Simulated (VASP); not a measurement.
## Which face does Hf expose?

Aim: compare the low-index faces of Hf at one level of theory.

Program: VASP 6.6.1. Level of theory: PBEsol; plane waves and PAW (Hf). Results are calculated unless marked as measured.

This is a report of a sequence of runs, with most program output left out.

### Step 1. Starting point

The structure is hexagonal, space group P6_3/mmc (No. 194). Conventional cell: a = 3.200 Å, b = 3.200 Å, c = 5.062 Å, α = 90.00°, β = 90.00°, γ = 120.00°. Nearest to Hf lie 12 Hf at 3.13 to 3.20 Å.

Structure file:

```cif
data_structure
_symmetry_space_group_name_H-M 'P 1'
_symmetry_Int_Tables_number 1
_cell_length_a 3.2000
_cell_length_b 3.2000
_cell_length_c 5.0624
_cell_angle_alpha 90.000
_cell_angle_beta 90.000
_cell_angle_gamma 120.000
_cell_volume 44.89
loop_
_atom_site_label
_atom_site_type_symbol
_atom_site_fract_x
_atom_site_fract_y
_atom_site_fract_z
_atom_site_occupancy
Hf1 Hf 0.00000 0.00000 0.00000 1
Hf2 Hf 0.33333 0.66667 0.50000 1
```

### Step 2. The bulk reference, job relaxation, k-mesh 14×14×8

The bulk crystal is relaxed first, so that the slabs are cut at this functional's lattice.

The input, INCAR:

```
SYSTEM = Hf
PREC = Accurate
ENCUT = 420
EDIFF = 1E-06
NELM = 120
ISMEAR = 1
SIGMA = 0.15
LREAL = .FALSE.
ALGO = Normal
GGA = PS
NBANDS = 10
LASPH = .TRUE.
LORBIT = 11
LWAVE = .FALSE.
LCHARG = .FALSE.
KPAR = 4
IBRION = 2
NSW = 30
ISIF = 3
EDIFFG = -0.01
POTIM = 0.4
```

The input, POSCAR:

```
Hf
1.0
    3.2000000000      0.0000000000      0.0000000000
   -1.6000000000      2.7712812921      0.0000000000
    0.0000000000      0.0000000000      5.0624000000
Hf
2
Direct
    0.0000000000      0.0000000000      0.0000000000
    0.3333333333      0.6666666667      0.5000000000
```

The input, KPOINTS:

```
Automatic mesh
0
Gamma
14 14 8
0 0 0
```

PAW data sets: Hf (PBE family, release 64).

Launch:

```console
> mpirun -np 4 vasp_std
```

It took 55 s on 4 MPI ranks of AMD EPYC 7R43, shared host; peak memory 0.65 GiB; 3.6 min of CPU time.

The PAW data sets were made with PBE, which is usual practice but a small mismatch for other functionals. The data set Hf keeps the semicore shell frozen, which is cheaper and a little less accurate. The run keeps the 24 symmetry operations of its start, so it cannot find a distortion of lower symmetry.

The steps of the relaxation:

| step | energy less that of the first step (eV) | largest force (eV/Å) | pressure (GPa) | volume (Å³) |
| --- | --- | --- | --- | --- |
| 1 | 0.0000 | 0.0000 | -5.17 | 44.89 |
| 2 | -0.0086 | 0.0000 | 5.09 | 41.23 |
| 3 | -0.0339 | 0.0000 | -0.02 | 42.88 |
| 4 | -0.0339 | 0.0000 | 0.09 | 42.84 |
| 5 | -0.0339 | 0.0000 | -0.06 | 42.89 |
| 6 | -0.0339 | 0.0000 | -0.02 | 42.88 |

| conventional cell, symmetrised | before | after | change |
| --- | --- | --- | --- |
| a (Å) | 3.200 | 3.153 | -1.5 % |
| b (Å) | 3.200 | 3.153 | -1.5 % |
| c (Å) | 5.062 | 4.979 | -1.6 % |
| volume (Å³/atom) | 22.45 | 21.44 | -4.5 % |

Final coordinates:

```cif
data_structure
_symmetry_space_group_name_H-M 'P 1'
_symmetry_Int_Tables_number 1
_cell_length_a 3.1535
_cell_length_b 3.1535
_cell_length_c 4.9790
_cell_angle_alpha 90.000
_cell_angle_beta 90.000
_cell_angle_gamma 120.000
_cell_volume 42.88
loop_
_atom_site_label
_atom_site_type_symbol
_atom_site_fract_x
_atom_site_fract_y
_atom_site_fract_z
_atom_site_occupancy
Hf1 Hf 0.00000 0.00000 0.00000 1
Hf2 Hf 0.33333 0.66667 0.50000 1
```

Numbers from this step:

```
electronic cycles       : 31
electrons               : 8
free energy (TOTEN)     : -21.08 eV
energy at zero smearing : -21.08 eV
Fermi energy            : 5.418 eV
metallic                : yes
```

The run ended after 6 ionic steps, 0.034 eV below its first step, once forces and stress met EDIFFG = -0.01.

Energy at zero smearing: -21.08109 eV.

### Step 3. The bulk reference, job self-consistent run, k-mesh 17×17×10

The input, INCAR:

```
SYSTEM = Hf
PREC = Normal
ENCUT = 320
EDIFF = 1E-06
NELM = 120
ISMEAR = 1
SIGMA = 0.15
LREAL = .FALSE.
ALGO = Fast
GGA = PS
NBANDS = 10
LASPH = .TRUE.
LORBIT = 11
LWAVE = .FALSE.
LCHARG = .FALSE.
KPAR = 4
```

The input, POSCAR:

```
Hf
1.0
    3.1534839410      0.0000000000      0.0000000000
   -1.5767419705      2.7309972033      0.0000000000
    0.0000000000      0.0000000000      4.9790351659
Hf
2
Direct
    0.0000000000      0.0000000000      0.0000000000
    0.3333333333      0.6666666667      0.5000000000
```

The input, KPOINTS:

```
Automatic mesh
0
Gamma
17 17 10
0 0 0
```

Launch:

```console
> mpirun -np 4 vasp_std
```

The job ended after 16 s (4 MPI ranks; peak memory 0.43 GiB).

Numbers from this step:

* electronic cycles: 15
* Fermi energy: 5.422 eV

Energy at zero smearing: -21.07892 eV.

The run ends at a pressure of -0.12 GPa.

### Step 4. Surface relaxation, 8 atoms, face Hf(0001)

System of this step: Hf(0001). The cell holds 8 atoms: 8 Hf. Cell: a = 3.153 Å, b = 3.153 Å, c = 32.427 Å, α = 90.0°, β = 90.0°, γ = 60.0°. It derives from Hf. 8 layers of hcp Hf, cut at this functional's lattice. Vacuum lies along c.

All atoms relax at the fixed cell.

The input, INCAR:

```
SYSTEM = Hf
PREC = Normal
ENCUT = 320
EDIFF = 1E-05
NELM = 120
ISMEAR = 1
SIGMA = 0.15
LREAL = .FALSE.
ALGO = Fast
GGA = PS
NBANDS = 24
LASPH = .TRUE.
LORBIT = 11
LWAVE = .FALSE.
LCHARG = .FALSE.
KPAR = 4
IBRION = 2
NSW = 40
ISIF = 2
EDIFFG = -0.03
POTIM = 0.4
MAXMIX = 40
```

The input, POSCAR:

```
Hf
1.0
    3.1534839410      0.0000000000      0.0000000000
    1.5767419705      2.7309972033      0.0000000000
    0.0000000000      0.0000000000     32.4266230807
Hf
8
Direct
    0.6666666700      0.6666666700      0.2312914300
    0.0000000000      0.0000000000      0.3080653100
    0.6666666700      0.6666666700      0.3848391800
    0.0000000000      0.0000000000      0.4616130600
    0.6666666700      0.6666666700      0.5383869400
    0.0000000000      0.0000000000      0.6151608200
    0.6666666700      0.6666666700      0.6919346900
    0.0000000000      0.0000000000      0.7687085700
```

The input, KPOINTS:

```
Automatic mesh
0
Gamma
12 12 1
0 0 0
```

Launch:

```console
> mpirun -np 4 vasp_std
```

The job ended after 2.3 min (4 MPI ranks; peak memory 0.7 GiB; 9.1 min of CPU time).

The run keeps the 12 symmetry operations of its start, so it cannot find a distortion of lower symmetry.

Step by step:

| step | energy less that of the first step (eV) | largest force (eV/Å) |
| --- | --- | --- |
| 1 | 0.0000 | 0.8398 |
| 2 | -0.0809 | 0.5807 |
| 3 | -0.1426 | 0.1039 |
| 4 | -0.1426 | 0.1018 |
| 5 | -0.1441 | 0.0673 |
| 6 | -0.1456 | 0.0182 |

The atoms that moved most (Å):

| atom | dx | dy | dz | length |
| --- | --- | --- | --- | --- |
| Hf8 | 0.000 | 0.000 | -0.084 | 0.084 |
| Hf1 | 0.000 | 0.000 | 0.084 | 0.084 |
| Hf7 | 0.000 | 0.000 | 0.084 | 0.084 |
| Hf2 | 0.000 | 0.000 | -0.084 | 0.084 |
| Hf5 | 0.000 | 0.000 | 0.016 | 0.016 |
| Hf4 | 0.000 | 0.000 | -0.016 | 0.016 |
| Hf6 | 0.000 | 0.000 | -0.006 | 0.006 |
| Hf3 | 0.000 | 0.000 | 0.006 | 0.006 |

Final coordinates:

```xyz
8
Lattice="3.1535 0.0000 0.0000 1.5767 2.7310 0.0000 0.0000 0.0000 32.4266" Properties=species:S:1:pos:R:3
Hf    3.1535    1.8207    7.5838
Hf    0.0000    0.0000    9.9058
Hf    3.1535    1.8207   12.4847
Hf    0.0000    0.0000   14.9525
Hf    3.1535    1.8207   17.4741
Hf    0.0000    0.0000   19.9419
Hf    3.1535    1.8207   22.5208
Hf    0.0000    0.0000   24.8429
```

Numbers from this step:

```yaml
electronic_cycles: 70
electrons: 32
free_energy_toten: -82.2595 eV
energy_at_zero_smearing: -82.2582 eV
fermi_energy: 1.669 eV
```

The run ended after 6 ionic steps, 0.146 eV below its first step, once the forces on the free atoms met EDIFFG = -0.03.

### Step 5. Vacuum level and density of states, 8 atoms, face Hf(0001)

A static run writes the electrostatic potential without exchange and correlation (LVHAR), which is flat in the vacuum and gives the level to count from. The dipole correction cancels the field that unlike faces would set up across the vacuum.

The input, INCAR:

```
SYSTEM = Hf
PREC = Normal
ENCUT = 320
EDIFF = 1E-06
NELM = 120
ISMEAR = 1
SIGMA = 0.15
LREAL = .FALSE.
ALGO = Fast
GGA = PS
NBANDS = 24
LASPH = .TRUE.
LORBIT = 11
LWAVE = .FALSE.
LCHARG = .TRUE.
KPAR = 4
IDIPOL = 3
LDIPOL = .TRUE.
DIPOL = 0.5 0.5 0.5
LVHAR = .TRUE.
LVACPOTAV = .TRUE.
NEDOS = 1500
```

The input, POSCAR:

```
Hf
1.0
    3.1534839410      0.0000000000      0.0000000000
    1.5767419705      2.7309972033      0.0000000000
    0.0000000000      0.0000000000     32.4266230807
Hf
8
Direct
    0.6666666700      0.6666666700      0.2338744377
    0.0000000000      0.0000000000      0.3054842327
    0.6666666700      0.6666666700      0.3850132351
    0.0000000000      0.0000000000      0.4611180255
    0.6666666700      0.6666666700      0.5388819745
    0.0000000000      0.0000000000      0.6149867649
    0.6666666700      0.6666666700      0.6945157673
    0.0000000000      0.0000000000      0.7661255623
```

KPOINTS is that of step 4.

Launch:

```console
> mpirun -np 4 vasp_std
```

Wall time 57 s (4 MPI ranks); peak memory 0.67 GiB; 3.7 min of CPU time.

This step gave:

| Quantity | Value |
| --- | --- |
| electronic cycles | 29 |
| Fermi energy | 1.674 eV |
| dipole moment | 0, 0, -1.00e-6 e·Å |
| vacuum levels | 6.137, 6.137 eV |
| work functions of the upper and lower face | 4.463, 4.463 eV |

The planar average of the electrostatic potential oscillates, so the rows of the table below give means over windows of 2.48 Å about each position, cut where the curve ends. Its maxima inside the range that stand out by 2 % of the span (Å: eV): 8.8: -1.77, 11.1: -0.404, 13.7: -1.07, 16.2: -0.698, 18.7: -1.07, 21.3: -0.404, 23.6: -1.77. Its minima: 7.5: -9.68, 9.9: -9.50, 12.5: -9.53, 15.0: -9.60, 17.5: -9.60, 19.9: -9.53, 22.5: -9.50, 24.9: -9.68.

Zero at the Fermi level. Planar average of the electrostatic potential against height; means over each step:

| height (Å) | planar average of the electrostatic potential (eV) |
| --- | --- |
| 1.24 | 4.46 |
| 3.72 | 4.43 |
| 6.20 | -0.416 |
| 8.68 | -6.01 |
| 11.16 | -4.94 |
| 13.64 | -5.49 |
| 16.12 | -5.25 |
| 18.60 | -5.50 |
| 21.08 | -4.95 |
| 23.56 | -5.99 |
| 26.04 | -1.46 |
| 28.52 | 4.41 |
| 31.00 | 4.46 |

Density of states in the PAW spheres, an atom over height of the layer and energy from the Fermi level.

Ten even steps from '_' (0.00 states/eV) to '@' (1.37 states/eV), each cell a mean:
```
@@**@@@@@@@@**@@
%%==++====++==%%
**--==----==--**
****%%####%%****
%%@@%%####%%@@%%
++**==++++==**++
::--========--::
--++++++++++++--
==++========++==
================
::------------::
::::--------::::
................
__............__
____........____
________________
________________
________________
________________
________________
________________
________________
```
Columns: height of the layer (Å) from 7.6 to 24.8 (not evenly spaced); rows upwards: energy from the Fermi level (eV) from -7.9 to 0.5.

Valence density in the ca plane at fractional y = 0.000, with atoms of Hf within 0.2 Å of it. It is the smooth field of the valence electrons, not physical close to the nuclei.

Ten even steps from '0' (0.00 e/Å³) to '9' (0.29 e/Å³), each cell a mean:
```
77666776777777776677666778887459842100000000
66777666667766667776556677777777632100000000
66666555566666666665555666667776431100000000
66666555567665666655555676666665431100000000
66666555567665666665555676666665431100000000
66677656666666667765555677777777532100000000
67777766677776676776666678877668732100000000
78666876777777886678666788886359842100000000
```
Columns run along c (16.0 Å, from fractional 0.43 to 0.92 of the cell), rows up along a (3.2 Å). Atoms in or near the plane, at fractional coordinates: Hf at (0.46, 0.00), Hf at (0.61, 0.00), Hf at (0.77, 0.00).

The map of layer states is cut here 0.5 eV above the Fermi level, so it leaves out the states above that.

The vacuum level lies 4.46 eV above the Fermi level at the upper face; both faces agree, as the slab has next to no dipole.

The program found no field-free point at its default tolerance, but its printed level agrees with the flat part of the planar average.

On this mesh the fine structure of the density of states is sampling noise, and high empty states may be cut by the number of bands.

### Step 6. Surface relaxation, 12 atoms, face Hf(10-10)

System of this step: Hf(10-10). The cell holds 12 atoms: 12 Hf. Its edges and angles: a = 3.153 Å, b = 4.979 Å, c = 29.565 Å, α = 90.0°, β = 90.0°, γ = 90.0°. It derives from Hf. 12 layers of hcp Hf, cut at this functional's lattice. Vacuum lies along c.

The input, INCAR:

```
SYSTEM = Hf
PREC = Normal
ENCUT = 320
EDIFF = 1E-05
NELM = 120
ISMEAR = 1
SIGMA = 0.15
LREAL = .FALSE.
ALGO = Fast
GGA = PS
NBANDS = 36
LASPH = .TRUE.
LORBIT = 11
LWAVE = .FALSE.
LCHARG = .FALSE.
KPAR = 4
IBRION = 2
NSW = 40
ISIF = 2
EDIFFG = -0.03
POTIM = 0.4
MAXMIX = 40
```

The input, POSCAR:

```
Hf
1.0
    3.1534839410      0.0000000000      0.0000000000
    0.0000000000      4.9790351659      0.0000000000
    0.0000000000      0.0000000000     29.5653184178
Hf
12
Direct
    0.0000000000      0.0000000000      0.2536756000
    0.5000000000      0.0000000000      0.3460472500
    0.5000000000      0.5000000000      0.2844661500
    0.0000000000      0.0000000000      0.4384189000
    0.0000000000      0.5000000000      0.3768378000
    0.5000000000      0.0000000000      0.5307905500
    0.5000000000      0.5000000000      0.4692094500
    0.0000000000      0.0000000000      0.6231622000
    0.0000000000      0.5000000000      0.5615811000
    0.5000000000      0.0000000000      0.7155338500
    0.5000000000      0.5000000000      0.6539527500
    0.0000000000      0.5000000000      0.7463244000
```

The input, KPOINTS:

```
Automatic mesh
0
Gamma
10 6 1
0 0 0
```

Launch:

```console
> mpirun -np 4 vasp_std
```

Wall time 11 min (4 MPI ranks); peak memory 1.2 GiB.

The run keeps the 8 symmetry operations of its start, so it cannot find a distortion of lower symmetry.

Relaxation path:

| step | energy less that of the first step (eV) | largest force (eV/Å) |
| --- | --- | --- |
| 1 | 0.0000 | 0.5123 |
| 2 | -0.0321 | 0.3866 |
| 3 | -0.0713 | 0.1908 |
| 4 | -0.0714 | 0.1854 |
| 5 | -0.0764 | 0.1143 |
| 6 | -0.0780 | 0.0975 |
| 7 | -0.0785 | 0.0647 |
| 8 | -0.0792 | 0.0369 |
| 9 | -0.0798 | 0.0520 |
| 10 | -0.0804 | 0.0401 |
| 11 | -0.0813 | 0.0275 |

The atoms that moved most (Å):

| atom | dx | dy | dz | length |
| --- | --- | --- | --- | --- |
| Hf12 | 0.000 | 0.000 | -0.097 | 0.097 |
| Hf1 | 0.000 | 0.000 | 0.097 | 0.097 |
| Hf10 | 0.000 | 0.000 | -0.052 | 0.052 |
| Hf3 | 0.000 | 0.000 | 0.052 | 0.052 |
| Hf11 | 0.000 | 0.000 | 0.051 | 0.051 |
| Hf2 | 0.000 | 0.000 | -0.051 | 0.051 |
| Hf4 | 0.000 | 0.000 | -0.022 | 0.022 |
| Hf9 | 0.000 | 0.000 | 0.022 | 0.022 |

Final coordinates:

```cif
data_structure
_symmetry_space_group_name_H-M 'P 1'
_symmetry_Int_Tables_number 1
_cell_length_a 3.1535
_cell_length_b 4.9790
_cell_length_c 29.5653
_cell_angle_alpha 90.000
_cell_angle_beta 90.000
_cell_angle_gamma 90.000
_cell_volume 464.21
loop_
_atom_site_label
_atom_site_type_symbol
_atom_site_fract_x
_atom_site_fract_y
_atom_site_fract_z
_atom_site_occupancy
Hf1 Hf 0.00000 0.00000 0.25694 1
Hf2 Hf 0.50000 0.00000 0.34432 1
Hf3 Hf 0.50000 0.50000 0.28624 1
Hf4 Hf 0.00000 0.00000 0.43768 1
Hf5 Hf 0.00000 0.50000 0.37718 1
Hf6 Hf 0.50000 0.00000 0.53061 1
Hf7 Hf 0.50000 0.50000 0.46939 1
Hf8 Hf 0.00000 0.00000 0.62282 1
Hf9 Hf 0.00000 0.50000 0.56232 1
Hf10 Hf 0.50000 0.00000 0.71376 1
Hf11 Hf 0.50000 0.50000 0.65568 1
Hf12 Hf 0.00000 0.50000 0.74306 1
```

Numbers from this step:

```yaml
electronic_cycles: 92
electrons: 48
free_energy_toten: -122.4574 eV
energy_at_zero_smearing: -122.4546 eV
fermi_energy: 1.286 eV
```

The run ended after 11 ionic steps, 0.081 eV below its first step, once the forces on the free atoms met EDIFFG = -0.03.

### Step 7. Potential and states of the slab, 12 atoms, face Hf(10-10)

The input, INCAR:

```
SYSTEM = Hf
PREC = Normal
ENCUT = 320
EDIFF = 1E-06
NELM = 120
ISMEAR = 1
SIGMA = 0.15
LREAL = .FALSE.
ALGO = Fast
GGA = PS
NBANDS = 36
LASPH = .TRUE.
LORBIT = 11
LWAVE = .FALSE.
LCHARG = .TRUE.
KPAR = 4
IDIPOL = 3
LDIPOL = .TRUE.
DIPOL = 0.5 0.5 0.5
LVHAR = .TRUE.
LVACPOTAV = .TRUE.
NEDOS = 1500
```

The input, POSCAR:

```
Hf
1.0
    3.1534839410      0.0000000000      0.0000000000
    0.0000000000      4.9790351659      0.0000000000
    0.0000000000      0.0000000000     29.5653184178
Hf
12
Direct
    0.0000000000      0.0000000000      0.2569424470
    0.5000000000      0.0000000000      0.3443151039
    0.5000000000      0.5000000000      0.2862409006
    0.0000000000      0.0000000000      0.4376785892
    0.0000000000      0.5000000000      0.3771799080
    0.5000000000      0.0000000000      0.5306141307
    0.5000000000      0.5000000000      0.4693858693
    0.0000000000      0.0000000000      0.6228200920
    0.0000000000      0.5000000000      0.5623214108
    0.5000000000      0.0000000000      0.7137590994
    0.5000000000      0.5000000000      0.6556848961
    0.0000000000      0.5000000000      0.7430575530
```

KPOINTS is that of step 6.

Launch:

```console
> mpirun -np 4 vasp_std
```

Wall time 2.6 min (4 MPI ranks); peak memory 1.1 GiB.

Numbers from this step:

```
electronic cycles                          : 28
dipole moment                              : 0, 0, 0 e·Å
vacuum levels                              : 5.292, 5.292 eV
work functions of the upper and lower face : 4.005, 4.005 eV
```

The planar average of the electrostatic potential oscillates, so the rows of the table below give means over windows of 2.75 Å about each position, cut where the curve ends. Its maxima inside the range that stand out by 2 % of the span (Å: eV): 9.3: -3.29, 12.0: -2.88, 14.8: -2.77, 17.5: -2.88, 20.3: -3.29. Its minima: 8.0: -8.50, 10.7: -7.87, 13.4: -8.00, 16.2: -8.00, 18.9: -7.87, 21.5: -8.50.

Zero at the Fermi level. The planar average of the electrostatic potential by height; means over each step:

| height (Å) | planar average of the electrostatic potential (eV) |
| --- | --- |
| 1.38 | 4.01 |
| 4.12 | 3.94 |
| 6.88 | -2.15 |
| 9.62 | -5.65 |
| 12.38 | -5.36 |
| 15.12 | -5.32 |
| 17.88 | -5.33 |
| 20.62 | -5.77 |
| 23.38 | 0.806 |
| 26.12 | 3.99 |
| 28.88 | 4.01 |

Density of states in the PAW spheres, an atom over height of the layer and energy from the Fermi level.

Ten even steps from '_' (0.00 states/eV) to '@' (1.60 states/eV), each cell a mean:
```
@@####%%##%%%%##%%####@@
##**==------------==**##
++++----------------++++
##++****%%%%%%%%****++##
**##****++++++++****##**
--====================--
----================----
--====================--
----==----====----==----
::------::::::::------::
::::----------------::::
....::::::::::::::::....
........................
________________________
__....____________....__
________________________
________________________
________________________
________________________
________________________
________________________
________________________
```
Columns: height of the layer (Å) from 7.6 to 22 (not evenly spaced); rows upwards: energy from the Fermi level (eV) from -7.9 to 0.5.

Valence density in the ca plane at fractional y = 0.000, with atoms of Hf within 0.2 Å of it. It is the smooth field of the valence electrons, not physical close to the nuclei.

Ten even steps from '0' (0.00 e/Å³) to '9' (0.27 e/Å³), each cell a mean:
```
77778768755556788788768755567654210000000000
87667978766678887668878766688753210000000000
86555678777797786555678877777763210000000000
96555567888767796555578888657984210000000000
86555677877887686555678888767874210000000000
86656788766788787666778776788763210000000000
77778977765567787779868765677754210000000000
77787778855556788886678855566654210000000000
```
Columns run along c (16.0 Å, from fractional 0.37 to 0.91 of the cell), rows up along a (3.2 Å). Atoms in or near the plane, at fractional coordinates: Hf at (0.44, 0.00), Hf at (0.53, 0.50), Hf at (0.62, 0.00), Hf at (0.71, 0.50).

The map of layer states is cut here 0.5 eV above the Fermi level, so it leaves out the states above that.

The vacuum level lies 4.01 eV above the Fermi level at the upper face; both faces agree, as the slab has next to no dipole.

The program found no field-free point at its default tolerance, but its printed level agrees with the flat part of the planar average.

On this mesh the fine structure of the density of states is sampling noise, and high empty states may be cut by the number of bands.

### Step 8. The faces side by side

This step: surfaces of a metal, PBEsol; plane waves and PAW (VASP 6.6.1).

No new run; the numbers come from the runs before.

Symmetric slabs, all atoms free. All faces:

| face | layers | area a surface atom (Å²) | work function (eV) | surface energy as cut (J/m²) | surface energy relaxed (J/m²) | change of the top spacing (%) |
| --- | --- | --- | --- | --- | --- | --- |
| Hf(0001) | 8 | 8.612 | 4.463 | 2.049 | 1.914 | -6.73 |
| Hf(10-10) | 12 | 15.7 | 4.005 | 2.092 | 2.05 | -4.85 |

Each surface energy is the slab's energy less its number of atoms times the bulk energy of -10.5395 eV, over twice the cell's area.

### Step 9. What came out

```json
{
 "Hf(0001)": "1.91 J/m², 4.46 eV",
 "Hf(10-10)": "2.05 J/m², 4.01 eV"
}
```

In words: The cheapest face is Hf(0001) at 1.91 J/m², against 2.05 for Hf(10-10). The work functions are 4.46 eV for Hf(0001) and 4.01 eV for Hf(10-10). The densest face has the highest work function, as the smoothing of the electron density over an open face lowers the surface dipole. The densest face is also the cheapest, since it cuts the fewest bonds an area. The top spacing changes by -6.7 % on Hf(0001) and -4.8 % on Hf(10-10). Of the two ends of the prism face, the one with the short outer spacing was run. One thickness was run for each face, and bulk and slab meshes don't match, which leaves some hundredths of a J/m². The cells are 1 × 1 and can't reconstruct. Spin-orbit coupling is left out, which matters for a heavy metal.

[Lines on the potential files, build, host, timing and source positions are cut from VASP's logs without a mark.]

[Logs are printed without paths, hosts, clocks, repeated set-up lines and the standing remarks that a program may print on its own settings, such as how far it seeks lower states.]

[Hosts, paths, dates, database ids (printed as entryN), source tags and the programs' standing remarks are cut or masked in the printed files.]

[Runs that stopped without an error message from VASP are left out.]
